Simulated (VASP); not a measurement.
A convergence study with VASP on BeS (zinc blende): one setting is varied, all else stays as given below, so the limit is that of these other settings.

```xyz
2
Lattice="0.0000 2.4350 2.4350 2.4350 0.0000 2.4350 2.4350 2.4350 0.0000" Properties=species:S:1:pos:R:3 pbc="T T T"
Be     0.0000     0.0000     0.0000
S      1.2175     1.2175     1.2175
```

All values below come from PBE GGA, VASP's PBE PAW potentials (set 64) (plane waves; VASP). The tightest run used: 550 eV cut-off, 18×18×18 Γ-centred mesh, Gaussian smearing of 0.050 eV, potentials Be S.

```json
[
 {"setting": "1×1×1 mesh", "E (eV/atom)": "2.2724", "pressure (GPa)": "81.63", "irreducible k-points": "1"},
 {"setting": "2×2×2 mesh", "E (eV/atom)": "-4.2568", "pressure (GPa)": "11.23", "irreducible k-points": "3"},
 {"setting": "3×3×3 mesh", "E (eV/atom)": "-4.8860", "pressure (GPa)": "2.51", "irreducible k-points": "4"},
 {"setting": "4×4×4 mesh", "E (eV/atom)": "-4.9820", "pressure (GPa)": "0.90", "irreducible k-points": "8"}
]
```

Q: These are the cheaper rows. Estimate the results at 18×18×18 mesh, and how far the last row shown lies from them.

A: 
```
quantity        tightest run  last row shown is off by
--------------  ------------  ------------------------
E (eV/atom)          -5.0067                    0.0248
pressure (GPa)          0.37                      0.53
```

Left out are rungs that failed or repeat a setting and relaxations that didn't move; long series are thinned to 24 rows.

The compound is BeS in the zinc blende structure. The cell was not relaxed at this level.
